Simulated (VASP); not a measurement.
Calculation: PBE GGA with D3 dispersion (zero damping), VASP's PBE PAW potentials (set 64) (plane waves; VASP).

A VASP calculation is set up with these files.

INCAR:
```
SYSTEM = Dy
PREC = Accurate
ENCUT = 520
EDIFF = 1E-6
NELM = 100
ALGO = Normal
LREAL = .FALSE.
LASPH = .TRUE.
ISMEAR = 1
SIGMA = 0.1
GGA = PE
IVDW = 11
LMAXMIX = 6
LWAVE = .FALSE.
LCHARG = .FALSE.
IBRION = 2
ISIF = 3
NSW = 60
EDIFFG = -0.01
```

**POSCAR**
```
Dy
1.0
  1.7950000000  -3.1090310000   0.0000000000
  1.7950000000   3.1090310000   0.0000000000
  0.0000000000   0.0000000000   5.6500000000
Dy
2
Direct
  0.3333330000   0.6666670000   0.2500000000
  0.6666670000   0.3333330000   0.7500000000
```

### KPOINTS
```
kpoints
0
Gamma
11 11 6
0 0 0
```

POTCAR, in this order: Dy_3 (PBE.64 set). Program: vasp_std.

The 4f electrons are frozen in the core of the lanthanide potential, so 4f levels, which can set the real gap, and their magnetism are missing. Energy and stress use the plane-wave basis of the starting cell.

Predict the energy per atom (σ→0), dispersion energy, volume per atom, band gap (on the k-mesh).

The energy per atom (σ→0) is -4.917 eV/atom and the dispersion energy is -0.786 eV. The band gap (on the k-mesh) is none (metal, semimetal or under 0.01 eV) and the volume per atom comes out as 30.14 Å³/atom.

File OSZICAR:
```
...
   6 F= -.98333520E+01 E0= -.98338500E+01  d E =-.625843E-03
       N       E                     dE             d eps       ncg     rms          rms(c)
DAV:   1    -0.904730341554E+01    0.11586E-03   -0.14296E-02  1664   0.916E-01    0.776E-02
DAV:   2    -0.904711931831E+01    0.18410E-03   -0.33020E-04  2184   0.198E-01    0.530E-02
DAV:   3    -0.904702965934E+01    0.89659E-04   -0.10577E-04  2268   0.882E-02    0.254E-02
DAV:   4    -0.904702885024E+01    0.80909E-06   -0.19709E-05  2435   0.354E-02    0.129E-02
DAV:   5    -0.904702921274E+01   -0.36250E-06   -0.59885E-07   872   0.712E-03
   7 F= -.98333786E+01 E0= -.98337679E+01  d E =-.652488E-03
```

The compound is Dy in the hcp structure. This run relaxes it. Symmetry was kept, so distortions that lower it aren't found.
